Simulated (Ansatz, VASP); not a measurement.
# Cross-check of CoSi2 between VASP and Ansatz

Wanted: the spread between two codes on one cell, functional and k mesh. The cell is taken from a series of runs on this material, whose earlier steps may have relaxed, scaled, displaced or heated it; both programs get it as it stands.

Method: plane waves, with VASP 6.6.1 beside it; relaxation of cell and atoms at PBE, in Ansatz 0.2.0.

## 1. The starting structure

Symmetry: Fm-3m, No. 225, cubic system. The conventional cell has a = 5.356 Å, b = 5.356 Å, c = 5.356 Å, α = 90.00°, β = 90.00°, γ = 90.00°. Nearest to Co lie 8 Si at 2.32 Å. Nearest to Si lie 4 Co at 2.32 Å. Farther neighbours are not listed.

As a file:

```xyz
3
Lattice="-2.6780 0.0000 2.6780 0.0000 2.6780 2.6780 -2.6780 2.6780 0.0000" Properties=species:S:1:pos:R:3 pbc="T T T"
Co    0.0000    0.0000    0.0000
Si   -4.0170    4.0170    4.0170
Si   -1.3390    1.3390    1.3390
```

## 2. VASP: relaxation of cell and atoms, PBE

The relaxed volume is the usual yardstick between codes: in a stiff, nearly cubic crystal its relative difference is about their pressure difference at one cell divided by the bulk modulus.

Lines of VASP's logs that name or quote its potential files are left out, and so is its time.

Input file INCAR:

```
SYSTEM = CoSi2
PREC = Accurate
ENCUT = 600
EDIFF = 1E-07
NELM = 120
ISMEAR = 0
SIGMA = 0.1
LREAL = .FALSE.
ALGO = Normal
GGA = PE
NBANDS = 14
LASPH = .TRUE.
LORBIT = 11
LWAVE = .FALSE.
LCHARG = .FALSE.
ISIF = 3
IBRION = 2
NSW = 80
EDIFFG = -0.005
GGA_COMPAT = .FALSE.
NELMIN = 4
```

Input file POSCAR:

```
CoSi2
1.0
   -2.6780000000      0.0000000000      2.6780000000
    0.0000000000      2.6780000000      2.6780000000
   -2.6780000000      2.6780000000      0.0000000000
Co Si
1 2
Direct
    0.0000000000      0.0000000000      0.0000000000
    0.7500000000      0.7500000000      0.7500000000
    0.2500000000      0.2500000000      0.2500000000
```

Input file KPOINTS:

```
Automatic mesh
0
Gamma
12 12 12
0 0 0
```

Potentials, in the order of the species: Co and Si (PBE family, release 64).

The run is started by

```sh
$ mpirun -np 1 vasp_std
```

Numbers of over 12 decimals in the logs are rounded to 6 here.

What it wrote:

```text
[banner, memory and clock lines left out]
running    1 mpi-ranks, on    1 nodes
 distrk:  each k-point on    1 cores,    1 groups
 distr:  one band on    1 cores,    1 groups

 POSCAR found type information on POSCAR CoSi
 POSCAR found :  2 types and       3 ions
 LDA part: xc-table for (Slater+PW92), standard interpolation
 POSCAR, INCAR and KPOINTS ok, starting setup
 FFT: planning ... GRIDC
 FFT: planning ... GRID_SOFT
 FFT: planning ... GRID
 WAVECAR not read
 entering main loop
       N       E                     dE             d eps       ncg     rms          rms(c)
DAV:   1     0.700390689185E+02    0.70039E+02   -0.76104E+03  2016   0.130E+03
DAV:   2    -0.167042261439E+02   -0.86743E+02   -0.78848E+02  2148   0.237E+02
DAV:   3    -0.206365717107E+02   -0.39323E+01   -0.38123E+01  2622   0.565E+01
DAV:   4    -0.207154610833E+02   -0.78889E-01   -0.78779E-01  2468   0.752E+00
DAV:   5    -0.207178001722E+02   -0.23391E-02   -0.23388E-02  2632   0.138E+00    0.144E+01
DAV:   6    -0.243950740116E+02   -0.36773E+01   -0.30579E+01  2356   0.118E+02    0.179E+01
DAV:   7    -0.193127489383E+02    0.50823E+01   -0.13534E+01  2608   0.932E+01    0.332E+00
DAV:   8    -0.193322983042E+02   -0.19549E-01   -0.92882E-01  2538   0.724E+00    0.192E+00
DAV:   9    -0.192978357040E+02    0.34463E-01   -0.98923E-02  2494   0.632E+00    0.459E-01
DAV:  10    -0.192980056923E+02   -0.16999E-03   -0.68579E-03  3024   0.123E+00    0.117E-01
DAV:  11    -0.192978338290E+02    0.17186E-03   -0.69277E-04  2732   0.520E-01    0.330E-02
DAV:  12    -0.192978622414E+02   -0.28412E-04   -0.73345E-05  2318   0.682E-02    0.225E-02
DAV:  13    -0.192978608221E+02    0.14193E-05   -0.56654E-06  2844   0.336E-02    0.602E-03
DAV:  14    -0.192978610381E+02   -0.21603E-06   -0.10176E-06  2966   0.135E-02    0.332E-03
DAV:  15    -0.192978612539E+02   -0.21581E-06   -0.13171E-07  1622   0.771E-03    0.817E-04
DAV:  16    -0.192978612985E+02   -0.44581E-07   -0.52638E-08  1368   0.171E-03
   1 F= -.19297861E+02 E0= -.19295593E+02  d E =-.192979E+02
 curvature:   0.00 expect dE= 0.000E+00 dE for cont linesearch  0.000E+00
 trial: gam= 0.00000 g(F)=  0.565E-46 g(S)=  0.122E-03 ort = 0.000E+00 (trialstep = 0.100E+01)
 search vector abs. value=  0.122E-03
 bond charge predicted
       N       E                     dE             d eps       ncg     rms          rms(c)
DAV:   1    -0.192990681290E+02   -0.12069E-02   -0.12000E-02  2286   0.206E+00    0.325E-01
DAV:   2    -0.193029287832E+02   -0.38607E-02   -0.29496E-02  2532   0.373E+00    0.584E-01
DAV:   3    -0.192978823096E+02    0.50465E-02   -0.15017E-02  2482   0.269E+00    0.576E-02
DAV:   4    -0.192978536056E+02    0.28704E-04   -0.26469E-04  2106   0.132E-01    0.190E-02
DAV:   5    -0.192978501047E+02    0.35009E-05   -0.11908E-05  2718   0.641E-02    0.568E-03
DAV:   6    -0.192978499942E+02    0.11052E-06   -0.11021E-06  2590   0.934E-03    0.138E-03
DAV:   7    -0.192978500203E+02   -0.26102E-07   -0.51952E-08  1272   0.382E-03
   2 F= -.19297850E+02 E0= -.19295576E+02  d E =0.112782E-04
 trial-energy change:    0.000011  1 .order    0.000009   -0.000122    0.000141
 step:   0.4530(harm=  0.4655)  dis= 0.00000  next Energy=   -19.297889 (dE=-0.275E-04)
 bond charge predicted
       N       E                     dE             d eps       ncg     rms          rms(c)
DAV:   1    -0.192982465843E+02   -0.39659E-03   -0.35800E-03  2274   0.112E+00    0.178E-01
DAV:   2    -0.192993995848E+02   -0.11530E-02   -0.87801E-03  2498   0.203E+00    0.318E-01
DAV:   3    -0.192978951727E+02    0.15044E-02   -0.44877E-03  2474   0.148E+00    0.310E-02
DAV:   4    -0.192978889958E+02    0.61769E-05   -0.82586E-05  2094   0.710E-02    0.106E-02
DAV:   5    -0.192978877366E+02    0.12592E-05   -0.37183E-06  2696   0.362E-02    0.318E-03
DAV:   6    -0.192978877260E+02    0.10597E-07   -0.35105E-07  2080   0.530E-03
   3 F= -.19297888E+02 E0= -.19295617E+02  d E =-.264276E-04
 curvature:  -0.23 expect dE=-0.133E-09 dE for cont linesearch -0.133E-09
 trial: gam= 0.00000 g(F)=  0.387E-46 g(S)=  0.570E-09 ort =-0.264E-06 (trialstep = 0.891E+00)
 search vector abs. value=  0.670E-09
 reached required accuracy - stopping structural energy minimisation
```

From OUTCAR (step 2):

```text
ion  position               nearest neighbor table
   1  0.000  0.000  0.000-   2 2.32   3 2.32   2 2.32   2 2.32   3 2.32   2 2.32   3 2.32   3 2.32

  LATTYP: Found a face centered cubic cell.
 ALAT       =     5.3560000000

 Subroutine GETGRP returns: Found 48 space group operations
 (whereof 48 operations were pure point group operations)

The static configuration has the point symmetry O_h .

 Found     72 irreducible k-points:

   k-points           NKPTS =     72   k-points in BZ     NKDIM =     72   number of bands    NBANDS=     14

   dimension x,y,z NGX =    30 NGY =   30 NGZ =   30
   dimension x,y,z NGXF=    60 NGYF=   60 NGZF=   60

   ENCUT  =  600.0 eV  44.10 Ry    6.64 a.u.   7.56  7.56  7.56*2*pi/ulx,y,z

   NELECT =      17.0000    total number of electrons

 k-points in reciprocal lattice and weights: Automatic mesh
   0.00000000  0.00000000  0.00000000       0.001
   0.08333333  0.00000000  0.00000000       0.005
   0.16666667  0.00000000  0.00000000       0.005
   0.25000000  0.00000000  0.00000000       0.005
   0.33333333  0.00000000  0.00000000       0.005
   0.41666667  0.00000000  0.00000000       0.005
   0.50000000  0.00000000  0.00000000       0.002
   0.08333333  0.08333333  0.00000000       0.003
   0.16666667  0.08333333  0.00000000       0.014
[...]
-0.33333333  0.50000000  0.16666667       0.007
  -0.25000000  0.50000000  0.25000000       0.003

 average (electrostatic) potential at core
       1 -78.2775       2 -79.4656       3 -79.4656

 E-fermi :  10.0574

 k-point     1 :       0.0000    0.0000    0.0000
  band No.  band energies     occupation
    ...
      2       6.0050      2.00000
      3       6.0050      2.00000
      4       6.0050      2.00000
      5       8.1732      2.00000
      6       8.1732      2.00000
      7      10.8236      0.00000
      8      13.4806      0.00000
      9      13.4806      0.00000
     10      13.4806      0.00000
     11      13.5274      0.00000
    ...

 k-point     2 :       0.0833    0.0000    0.0000
  band No.  band energies     occupation
    ...
      2       5.7417      2.00000
      3       6.0426      2.00000
      4       6.0426      2.00000
      5       8.1415      2.00000
      6       8.1415      2.00000
      7      10.9060      0.00000
      8      12.0897      0.00000
      9      12.7537      0.00000
     10      12.7537      0.00000
     11      14.2751      0.00000
    ...

 k-point     3 :       0.1667    0.0000    0.0000
  band No.  band energies     occupation
    ...
      2       5.0429      2.00000
      3       6.1461      2.00000
      4       6.1461      2.00000
      5       8.0720      2.00000
      6       8.0720      2.00000
      7      10.2463      0.00755
      8      11.8635      0.00000
      9      12.0217      0.00000
     10      12.0217      0.00000
     11      14.4002      0.00000
    ...

  Total       -0.0001087     -0.0001087     -0.0001087      0.0000000     -0.0000000      0.0000000
  in kB       -0.0045286     -0.0045286     -0.0045286      0.0000000     -0.0000000      0.0000000
  external PRESSURE =      -0.0045286 kB  Pullay stress =       0.0000000 kB

  energy-cutoff  :      600.00
  volume of cell :       38.45
      direct lattice vectors                 reciprocal lattice vectors
    -2.678982697 -0.000000000  2.678982697    -0.186638010 -0.186638010  0.186638010
     0.000000000  2.678982697  2.678982697     0.186638010  0.186638010  0.186638010
    -2.678982697  2.678982697 -0.000000000    -0.186638010  0.186638010 -0.186638010

 POSITION                                       TOTAL-FORCE (eV/Angst)
 -----------------------------------------------------------------------------------
     -0.00000     -0.00000      0.00000        -0.000000     -0.000000      0.000000
     -4.01847      4.01847      4.01847        -0.000000     -0.000000     -0.000000
     -1.33949      1.33949      1.33949         0.000000      0.000000      0.000000
 -----------------------------------------------------------------------------------
    total drift:                                0.000000      0.000000     -0.000000

  FREE ENERGIE OF THE ION-ELECTRON SYSTEM (eV)
  ---------------------------------------------------
  free  energy   TOTEN  =       -19.2978877260 eV

  energy  without entropy=      -19.2933467161  energy(sigma->0) =      -19.29561722

 reached required accuracy - stopping structural energy minimisation

 total charge
# of ion       s       p       d       tot
------------------------------------------
    1        0.540   0.718   7.593   8.852
    2        0.717   0.872   0.000   1.589
    3        0.717   0.872   0.000   1.589
--------------------------------------------------
tot          1.974   2.463   7.593  12.030

[... 3 further parts left out ...]
```

## 3. Ansatz: relaxation of cell and atoms, PBE

Ansatz runs on its default PAW (the set named soft_2) files.

The same cell, functional, mesh and smearing now go to Ansatz, which takes its cutoff from its data sets.

Input file input.yaml:

```yaml
crystal:
  lattice:
    - [-2.678, 0.0, 2.678]
    - [0.0, 2.678, 2.678]
    - [-2.678, 2.678, 0.0]
  atoms:
    - { symbol: Co, position: [0.0, 0.0, 0.0] }
    - { symbol: Si, position: [0.75, 0.75, 0.75] }
    - { symbol: Si, position: [0.25, 0.25, 0.25] }
kpoints:
  mp_grid: { grid: [12, 12, 12] }
hamiltonian:
  xc: pbe
scf:
  occupations: { method: gaussian, width: 0.1 }
output:
  forces: true
  stress: true
  eigenvalues: true
  write_density: true
  write_potential: true
  elf: true
  volumetric_format: npy
relax:
  adjacent_minimum: "off"
  f_tol: 0.005
  max_steps: 80
  cell: { stress_tol: 0.05 }
```

The run is started by

```sh
$ ansatz run input.yaml --threads 2 --pin off --max-ram 5120MiB --backend cpu --events-out ev --progress --plain --runs-dir out
```

What it wrote:

```text
Engine: ansatz 0.2.0, x86_64-unknown-linux-gnu
Pseudopotentials: kind: paw
Pseudopotential: Co, paw, valence charge 17, recommended cutoff 420 eV (normal), Co.paw.azcp
Pseudopotential: Si, paw, valence charge 4, recommended cutoff 420 eV (normal), Si.paw.azcp
Functional definition: PBE
  parameter kappa = 0.804
  parameter beta = 0.066725
  exchange = pbe_x(kappa = kappa, mu = beta*pi^2/3)
  correlation = pbe_c(beta = beta)
Crystal: 3 atoms, lattice volume = 38.412 Å³
Basis set: ecut = 420 eV, 749 PW (Γ), exchange–correlation on 54×54×54 points (8 copies of the dense FFT grid, shifted against one another)
Bands: 17, of which v1, the nominal top of the filled ones, is band 13 counted from 1 (12 counted from 0)
Symmetry: 48 space group operations
Space group: Fm-3m (ITA 225), of the structure as read, at distance tolerance 3.4e-5 Å
k-points: 72 of 1728
Non-local potential: Co, projectors of the file, l = 0: 3, l = 1: 2, l = 2: 3, l = 3: 1
Non-local potential: Si, projectors of the file, l = 0: 2, l = 1: 2, l = 2: 2
PAW form: soft (Blöchl's): semilocal exchange-correlation on the pseudo side does not see the compensation charge
PAW one-centre angular grid: Co, 590 points (default); XC on 64 Gauss nodes
PAW one-centre angular grid: Si, 110 points (default); XC on 64 Gauss nodes
Initial density: superposition of atomic densities (neutral atoms: chi_scale 0, normalization atom), corrected by the library's trained network
Initial wavefunctions: pseudopotential atomic-orbital guess
Functional: x = pbe(κ = 0.804, μ = 0.219515), c = pbe(β = 0.066725)
SCF iter   1: F=—  HF=-6399.179572 eV  |F-HF|=—  |Δ(HF+E_count)|=         —  Δρ=6.48e-3  dr2=1.62e-2  ethr=1.77e-3  ⟨swp⟩=5.1  Hψ=6289  notcnv=0
preconditioner: auto → Kerker (q_TF=auto, 2.540 Å⁻¹)  [metal: Δε(μ)=0.019 eV  Ē_g=8.167 eV  σ=0.100 eV  W_gap=0.11  n_scr=14 (ndim 8)  ℏωp=24.7 eV  f_vac=0.002  D(μ)=0.91/eV (n_scr^D=8)]
SCF iter   2: F=—  HF=-6399.178758 eV  |F-HF|=—  |Δ(HF+E_count)|=   8.14e-4  Δρ=3.28e-3  dr2=5.15e-3  ethr=6.46e-5  ⟨swp⟩=1.0  Hψ=1801  notcnv=0
SCF iter   3: F=—  HF=-6399.178564 eV  |F-HF|=—  |Δ(HF+E_count)|=   1.94e-4  Δρ=8.60e-4  dr2=2.13e-4  ethr=2.06e-5  ⟨swp⟩=1.7  Hψ=1490  notcnv=0
SCF iter   4: F=—  HF=-6399.178630 eV  |F-HF|=—  |Δ(HF+E_count)|=   6.61e-5  Δρ=3.77e-4  dr2=4.84e-5  ethr=8.51e-7  ⟨swp⟩=2.6  Hψ=2036  notcnv=0
SCF iter   5: F=—  HF=-6399.178631 eV  |F-HF|=—  |Δ(HF+E_count)|=   1.03e-6  Δρ=1.07e-4  dr2=5.17e-6  ethr=1.94e-7  ⟨swp⟩=2.4  Hψ=1680  notcnv=0
SCF iter   6: F=—  HF=-6399.178635 eV  |F-HF|=—  |Δ(HF+E_count)|=   3.46e-6  Δρ=1.04e-4  dr2=2.63e-6  ethr=2.07e-8  ⟨swp⟩=2.4  Hψ=1842  notcnv=0
SCF iter   7: F=—  HF=-6399.178635 eV  |F-HF|=—  |Δ(HF+E_count)|=   1.13e-7  Δρ=3.33e-5  dr2=3.14e-7  ethr=1.05e-8  ⟨swp⟩=2.4  Hψ=1632  notcnv=0
SCF iter   8: F=-6399.178635 eV  HF=-6399.178635 eV  |F-HF|=2.18e-8  |Δ(HF+E_count)|=   2.21e-8  Δρ=1.05e-5  dr2=2.74e-8  ethr=4.00e-10  ⟨swp⟩=8.6  Hψ=6730  notcnv=0
SCF 1 converged in 8 iterations: F = -6399.178635 eV  dr2 = 2.74e-8
  greatest PAW one-centre occupation: 1.000 electrons in one spin orbital (limit 2), on the Co atom at site 0 (counted from 0), in its partial waves of l = 0
relax step   1: F+E_penalty+E_count = -6399.17863462 eV  Δ(F+E_penalty+E_count) = +0.000e0 eV  max|allowed force component| = 1.542e-17 eV/Å  Δτ_max = 0.0000 Å  P = +0.376 GPa  Ω = 38.412 Å³  (8 SCF iters, dr2 threshold 1.00e-7 eV, accepted)
[...]
relax step   2: F+E_penalty+E_count = -6399.17869117 eV  Δ(F+E_penalty+E_count) = -5.654e-5 eV  max|allowed force component| = 7.247e-17 eV/Å  Δτ_max = 0.0000 Å  P = +0.157 GPa  Ω = 38.458 Å³  energy of the carried Pulay correction = -2.050e-5 eV  (6 SCF iters, dr2 threshold 3.00e-7 eV, accepted)
[...]
relax step   3: F+E_penalty+E_count = -6399.17869285 eV  Δ(F+E_penalty+E_count) = -1.685e-6 eV  max|allowed force component| = 8.943e-17 eV/Å  Δτ_max = 0.0000 Å  P = +0.001 GPa  Ω = 38.491 Å³  energy of the carried Pulay correction = -3.522e-5 eV  (6 SCF iters, dr2 threshold 6.17e-8 eV, accepted)
[...]
relax step   4: F+E_penalty+E_count = -6399.17872322 eV  Δ(F+E_penalty+E_count) = -3.037e-5 eV  max|allowed force component| = 1.496e-16 eV/Å  Δτ_max = 0.0000 Å  P = +0.002 GPa  Ω = 38.491 Å³  stress off target by 2.50e-3 GPa  SCF on the basis re-selected at this cell (its energy is not comparable with the rows above)  (8 SCF iters)
basis re-selected at this cell: Δ(F+E_penalty+E_count) = -3.037e-5 eV, ΔP = +0.002 GPa vs the last step (what re-selecting the basis moved, of the pressure what is left beyond the Pulay correction that the steps carried, after the strain that the cell walked since its last selection, with what the two solves' SCF thresholds leave and, on support functions, any second-order correction that the steps lacked; it is no m [...]
SCF converged after 8 iterations
Free energy (F): -6399.178723 eV
Harris-Foulkes:  -6399.178723 eV  (|F-HF|=0.00e0)
Internal energy: -6399.174201 eV  (E = F + TS)
E sigma→0 (E₀):  -6399.176462 eV
Entropy (-TS):   -0.004523 eV (-1.508 meV/atom)
Fermi energy:    12.831407 eV
--- Per-component energies (eV) ---
  E_band       = -284.882653
  E_kinetic    = 547.366159
  E_local      = -4098.435307  (includes V_loc(G=0)·N_el)
  E_nonlocal   = 501.178009
  E_hartree    = 1783.046896
  E_xc         = -274.043360
  E_vxc        = -305.180676  (∫ρ·V_xc dr)
  E_paw        = -2541.401491  (= ΣΔE_a)
  E_vpaw       = -495.904796  (= ΣTr[D̂ρ^β])
  E_aug_tail   = 0.000158  (compensation charges beyond the density's cutoff)
  E_ewald      = -2316.885265
  E_smearing   = -0.004523  (= −TS)
  E_closure    = 0.000000  (closes the sum)
  Σ components = -6399.178723   (vs F -6399.178723, Δ=0.00e0)
--- Forces (eV/Å), atoms counted from 1 ---
  atom   1  Co     0.00000000     0.00000000    -0.00000000
  atom   2  Si     0.00000000    -0.00000000    -0.00000000
  atom   3  Si    -0.00000000     0.00000000     0.00000000
  max |Σ_I F_I| component: 3.70e-17 eV/Å
--- Stress (GPa, compression-positive) ---
        0.002497       0.000000      -0.000000
       -0.000000       0.002497       0.000000
       -0.000000       0.000000       0.002497
  P = ⅓ Tr σ = 0.0025 GPa (0.025 kbar)
--- Band table (eV; the first three rows and the last of 72) ---
  k-point 0: bands = [... 9 lower, 10.9516, 13.5864, 16.2742, 16.2742, 16.2742, 16.2770, 16.2770, 16.2770]
  k-point 1: bands = [... 9 lower, 10.9197, 13.6755, 14.8554, 15.5261, 15.5261, 17.0450, 17.0450, 17.7937]
  k-point 2: bands = [... 9 lower, 10.8494, 13.0240, 14.6233, 14.7925, 14.7925, 17.1776, 17.1776, 17.8705]
  k-point 71: bands = [... 9 lower, 10.5589, 10.9077, 11.4064, 12.1784, 16.4793, 16.4793, 18.6773, 19.4531]
--- Relaxed structure (3 steps of the walk, 3 accepted, 1 SCFs on fresh bases) ---
  F+E_penalty+E_count = -6399.17872322 eV   max|allowed force component| = 1.496e-16 eV/Å   (the final SCF, on the basis selected at the relaxed cell)
  cell:  # Å, volume = 38.4912 Å³
    - [-2.679851, 0, 2.679851]
    - [0, 2.679851, 2.679851]
    - [-2.679851, 2.679851, 0]
  atoms:
    - { symbol: Co, position: [0, 0, 0] }
    - { symbol: Si, position: [0.75, 0.75, 0.75] }
    - { symbol: Si, position: [0.25, 0.25, 0.25] }
```

## 4. Side by side

Known differences besides the potentials themselves: the data sets hold 25 valence electrons in Ansatz (on its default PAW (the set named soft_2) files) and 17 in VASP; the cutoff is 420 eV in Ansatz and 600 eV in VASP; Ansatz adds a Pulay correction to the stress that steers its cell, VASP none. Total energies have different zeros and are not compared.

Both answers:

```csv
quantity,Ansatz,VASP,difference
volume (Å³),38.49,38.45,+0.10 %
"edge a after relaxation, in the typed setting (Å)",3.790,3.789,+0.03 %
```

## 5. What came out

```json
{
  "difference in volume (relaxation of cell and atoms, PBE)": "0.097 %"
}
```

In words: The difference in volume is 0.097 % (relaxation of cell and atoms, PBE), within the 1.2 % picked in this series as the mark of a large difference, as far as the stopping tolerances let one tell. The data sets hold unlike numbers of valence electrons (25 in Ansatz and 17 in VASP), so part of the differences comes from the potentials. How closely two codes agree says nothing of how well the functional describes the real material.

[Lines on the potential files, build, host, timing and source positions are cut from VASP's logs without a mark.]

[Logs are printed without paths, hosts, clocks, repeated set-up lines and the standing remarks that a program may print on its own settings, such as how far it seeks lower states.]

[Hosts, paths, dates, database ids (printed as entryN), source tags and the programs' standing remarks are cut or masked in the printed files.]
